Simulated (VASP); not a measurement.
OSZICAR of a VASP run on Sn$_{24}$HO$_{48}$:

File OSZICAR:
```
...
DAV:   1    -0.454668445831E+03    0.78864E-03   -0.16815E+00   944   0.311E+00    0.242E-01
RMM:   2    -0.454671762493E+03   -0.33167E-02   -0.36557E-02   928   0.416E-01    0.100E-01
RMM:   3    -0.454671915918E+03   -0.15343E-03   -0.26046E-03   935   0.119E-01    0.638E-02
RMM:   4    -0.454671904654E+03    0.11264E-04   -0.72905E-04   929   0.544E-02    0.124E-02
RMM:   5    -0.454671924797E+03   -0.20143E-04   -0.19623E-04   969   0.216E-02    0.814E-03
RMM:   6    -0.454671926279E+03   -0.14819E-05   -0.14479E-05   557   0.776E-03
  46 F= -.45467193E+03 E0= -.45467193E+03  d E =-.181366E-01  mag=     1.0000
       N       E                     dE             d eps       ncg     rms          rms(c)
DAV:   1    -0.454674928800E+03   -0.30040E-02   -0.38407E+00   944   0.470E+00    0.368E-01
RMM:   2    -0.454682469464E+03   -0.75407E-02   -0.85036E-02   928   0.633E-01    0.161E-01
RMM:   3    -0.454682717523E+03   -0.24806E-03   -0.59153E-03   933   0.181E-01    0.104E-01
RMM:   4    -0.454682657619E+03    0.59905E-04   -0.18139E-03   929   0.843E-02    0.200E-02
RMM:   5    -0.454682702548E+03   -0.44929E-04   -0.45779E-04  1091   0.332E-02    0.128E-02
RMM:   6    -0.454682705624E+03   -0.30762E-05   -0.37203E-05   639   0.121E-02
  47 F= -.45468271E+03 E0= -.45468271E+03  d E =-.107793E-01  mag=     1.0000
       N       E                     dE             d eps       ncg     rms          rms(c)
DAV:   1    -0.454682713418E+03   -0.10869E-04   -0.28832E-01  1008   0.129E+00    0.101E-01
RMM:   2    -0.454683285145E+03   -0.57173E-03   -0.64598E-03   928   0.174E-01    0.448E-02
RMM:   3    -0.454683304009E+03   -0.18865E-04   -0.45601E-04   936   0.498E-02    0.290E-02
RMM:   4    -0.454683299231E+03    0.47785E-05   -0.14197E-04   865   0.233E-02    0.602E-03
RMM:   5    -0.454683302223E+03   -0.29927E-05   -0.30018E-05   628   0.913E-03
  48 F= -.45468330E+03 E0= -.45468330E+03  d E =-.113759E-01  mag=     1.0000
       N       E                     dE             d eps       ncg     rms          rms(c)
DAV:   1    -0.454686974502E+03   -0.36753E-02   -0.13649E+00   944   0.283E+00    0.222E-01
RMM:   2    -0.454689588477E+03   -0.26140E-02   -0.29204E-02   928   0.384E-01    0.983E-02
RMM:   3    -0.454689702637E+03   -0.11416E-03   -0.22105E-03   935   0.112E-01    0.615E-02
RMM:   4    -0.454689695566E+03    0.70709E-05   -0.66910E-04   932   0.522E-02    0.128E-02
RMM:   5    -0.454689713091E+03   -0.17526E-04   -0.18478E-04   982   0.208E-02    0.764E-03
RMM:   6    -0.454689714282E+03   -0.11907E-05   -0.14386E-05   560   0.752E-03
  49 F= -.45468971E+03 E0= -.45468971E+03  d E =-.641206E-02  mag=     1.0000
       N       E                     dE             d eps       ncg     rms          rms(c)
DAV:   1    -0.454689863733E+03   -0.15064E-03   -0.70362E-01   944   0.203E+00    0.159E-01
RMM:   2    -0.454691212801E+03   -0.13491E-02   -0.15076E-02   928   0.276E-01    0.703E-02
RMM:   3    -0.454691270441E+03   -0.57641E-04   -0.11377E-03   935   0.804E-02    0.441E-02
RMM:   4    -0.454691266347E+03    0.40945E-05   -0.34743E-04   936   0.374E-02    0.930E-03
RMM:   5    -0.454691274784E+03   -0.84374E-05   -0.89112E-05   819   0.148E-02
  50 F= -.45469127E+03 E0= -.45469127E+03  d E =-.797256E-02  mag=     1.0000
       N       E                     dE             d eps       ncg     rms          rms(c)
DAV:   1    -0.454693578987E+03   -0.23126E-02   -0.13346E+00   928   0.276E+00    0.217E-01
RMM:   2    -0.454696187216E+03   -0.26082E-02   -0.29555E-02   928   0.375E-01    0.988E-02
RMM:   3    -0.454696256621E+03   -0.69406E-04   -0.21409E-03   935   0.108E-01    0.633E-02
RMM:   4    -0.454696226395E+03    0.30226E-04   -0.68571E-04   930   0.520E-02    0.127E-02
RMM:   5    -0.454696242074E+03   -0.15679E-04   -0.17251E-04   972   0.203E-02    0.776E-03
RMM:   6    -0.454696243185E+03   -0.11111E-05   -0.14282E-05   559   0.735E-03
  51 F= -.45469624E+03 E0= -.45469624E+03  d E =-.496840E-02  mag=     1.0000
       N       E                     dE             d eps       ncg     rms          rms(c)
DAV:   1    -0.454696237726E+03    0.43482E-05   -0.49308E-01   960   0.168E+00    0.132E-01
RMM:   2    -0.454697205366E+03   -0.96764E-03   -0.10983E-02   928   0.228E-01    0.603E-02
RMM:   3    -0.454697229124E+03   -0.23758E-04   -0.79079E-04   934   0.659E-02    0.387E-02
RMM:   4    -0.454697217240E+03    0.11885E-04   -0.25865E-04   925   0.317E-02    0.798E-03
RMM:   5    -0.454697222547E+03   -0.53077E-05   -0.58905E-05   739   0.124E-02
  52 F= -.45469722E+03 E0= -.45469722E+03  d E =-.594776E-02  mag=     1.0000
       N       E                     dE             d eps       ncg     rms          rms(c)
DAV:   1    -0.454698585972E+03   -0.13687E-02   -0.16480E+00   944   0.312E+00    0.231E-01
RMM:   2    -0.454701645449E+03   -0.30595E-02   -0.33772E-02   928   0.412E-01    0.103E-01
RMM:   3    -0.454701785468E+03   -0.14002E-03   -0.25501E-03   937   0.119E-01    0.645E-02
RMM:   4    -0.454701787216E+03   -0.17482E-05   -0.72818E-04   934   0.544E-02    0.134E-02
RMM:   5    -0.454701807365E+03   -0.20149E-04   -0.20092E-04  1012   0.219E-02    0.764E-03
RMM:   6    -0.454701808892E+03   -0.15264E-05   -0.15249E-05   556   0.786E-03
  53 F= -.45470181E+03 E0= -.45470181E+03  d E =-.458634E-02  mag=     1.0000
       N       E                     dE             d eps       ncg     rms          rms(c)
DAV:   1    -0.454701692940E+03    0.11443E-03   -0.44809E-01   976   0.163E+00    0.120E-01
RMM:   2    -0.454702525127E+03   -0.83219E-03   -0.91875E-03   928   0.215E-01    0.537E-02
RMM:   3    -0.454702562353E+03   -0.37226E-04   -0.69072E-04   937   0.620E-02    0.336E-02
RMM:   4    -0.454702562522E+03   -0.16911E-06   -0.19888E-04   920   0.283E-02    0.708E-03
RMM:   5    -0.454702567250E+03   -0.47277E-05   -0.47389E-05   681   0.114E-02
  54 F= -.45470257E+03 E0= -.45470257E+03  d E =-.534470E-02  mag=     1.0000
       N       E                     dE             d eps       ncg     rms          rms(c)
DAV:   1    -0.454702650929E+03   -0.88407E-04   -0.18136E+00   944   0.320E+00    0.242E-01
RMM:   2    -0.454706202662E+03   -0.35517E-02   -0.39274E-02   928   0.422E-01    0.104E-01
RMM:   3    -0.454706334274E+03   -0.13161E-03   -0.27655E-03   935   0.121E-01    0.677E-02
RMM:   4    -0.454706312338E+03    0.21936E-04   -0.79893E-04   935   0.554E-02    0.121E-02
RMM:   5    -0.454706332763E+03   -0.20425E-04   -0.20300E-04   992   0.220E-02    0.786E-03
RMM:   6    -0.454706334115E+03   -0.13527E-05   -0.15092E-05   559   0.781E-03
  55 F= -.45470633E+03 E0= -.45470633E+03  d E =-.376687E-02  mag=     1.0000
       N       E                     dE             d eps       ncg     rms          rms(c)
DAV:   1    -0.454705869234E+03    0.46353E-03   -0.55997E-01   976   0.178E+00    0.134E-01
RMM:   2    -0.454706970228E+03   -0.11010E-02   -0.12186E-02   928   0.235E-01    0.584E-02
RMM:   3    -0.454707009489E+03   -0.39261E-04   -0.85569E-04   935   0.670E-02    0.380E-02
RMM:   4    -0.454707001998E+03    0.74908E-05   -0.25091E-04   919   0.308E-02    0.700E-03
RMM:   5    -0.454707007623E+03   -0.56243E-05   -0.55909E-05   713   0.122E-02
  56 F= -.45470701E+03 E0= -.45470701E+03  d E =-.444037E-02  mag=     1.0000
       N       E                     dE             d eps       ncg     rms          rms(c)
DAV:   1    -0.454707571786E+03   -0.56979E-03   -0.91712E-01   944   0.232E+00    0.169E-01
RMM:   2    -0.454709261896E+03   -0.16901E-02   -0.18943E-02   928   0.307E-01    0.728E-02
RMM:   3    -0.454709328000E+03   -0.66104E-04   -0.14232E-03   936   0.887E-02    0.465E-02
RMM:   4    -0.454709316174E+03    0.11826E-04   -0.43390E-04   934   0.412E-02    0.964E-03
RMM:   5    -0.454709327160E+03   -0.10985E-04   -0.11632E-04   889   0.165E-02    0.582E-03
RMM:   6    -0.454709328049E+03   -0.88882E-06   -0.93812E-06   545   0.599E-03
  57 F= -.45470933E+03 E0= -.45470933E+03  d E =-.232043E-02  mag=     1.0000
       N       E                     dE             d eps       ncg     rms          rms(c)
DAV:   1    -0.454709079341E+03    0.24782E-03   -0.33941E-01   944   0.141E+00    0.103E-01
RMM:   2    -0.454709704839E+03   -0.62550E-03   -0.70093E-03   928   0.186E-01    0.442E-02
RMM:   3    -0.454709728685E+03   -0.23845E-04   -0.52416E-04   935   0.539E-02    0.283E-02
RMM:   4    -0.454709724043E+03    0.46421E-05   -0.16114E-04   903   0.250E-02    0.596E-03
RMM:   5    -0.454709727571E+03   -0.35285E-05   -0.37799E-05   663   0.998E-03
  58 F= -.45470973E+03 E0= -.45470973E+03  d E =-.271995E-02  mag=     1.0000
       N       E                     dE             d eps       ncg     rms          rms(c)
DAV:   1    -0.454709468394E+03    0.25565E-03   -0.89088E-01   944   0.226E+00    0.170E-01
RMM:   2    -0.454711177743E+03   -0.17093E-02   -0.19187E-02   928   0.299E-01    0.706E-02
RMM:   3    -0.454711237518E+03   -0.59774E-04   -0.13612E-03   933   0.856E-02    0.465E-02
RMM:   4    -0.454711221727E+03    0.15790E-04   -0.40270E-04   937   0.394E-02    0.904E-03
RMM:   5    -0.454711230224E+03   -0.84967E-05   -0.91378E-05   833   0.154E-02
  59 F= -.45471123E+03 E0= -.45471123E+03  d E =-.150265E-02  mag=     1.0000
       N       E                     dE             d eps       ncg     rms          rms(c)
DAV:   1    -0.454710979526E+03    0.24220E-03   -0.21206E-01   976   0.110E+00    0.829E-02
RMM:   2    -0.454711392867E+03   -0.41334E-03   -0.46143E-03   928   0.146E-01    0.348E-02
RMM:   3    -0.454711408892E+03   -0.16025E-04   -0.33427E-04   935   0.422E-02    0.231E-02
RMM:   4    -0.454711405401E+03    0.34907E-05   -0.96502E-05   851   0.195E-02
  60 F= -.45471141E+03 E0= -.45471141E+03  d E =-.167783E-02  mag=     1.0000
```

**Question.** Which electronic solver shows in the log?

**Answer.** It is blocked Davidson (ALGO = Normal, or the opening steps of other solvers) and then RMM-DIIS (ALGO = Fast or VeryFast). The INCAR had ALGO = Fast.

**Question.** How was spin treated?

**Answer.** Collinear spin (ISPIN = 2): the summary line carries one mag value, 1.00 μB in the cell.

**Question.** Can the final energy be trusted as converged?

**Answer.** Convergence was not reached. It stopped with EDIFF = 1E-5, NELM = 100, NSW = 60 and EDIFFG = -0.03 after 60 ionic steps (PBE GGA, plane waves, VASP's PBE PAW potentials (set 64)). The run did not end as a converged relaxation.  The supercell is sampled at Γ alone, which is coarse: total energies, pressure and levels can be off, energies of defects by several tenths of an eV.

The cell is a supercell with a defect, built from SnO2 (rutile): H_i. The total moment is imposed (NUPDOWN), so this need not be the lowest spin state.
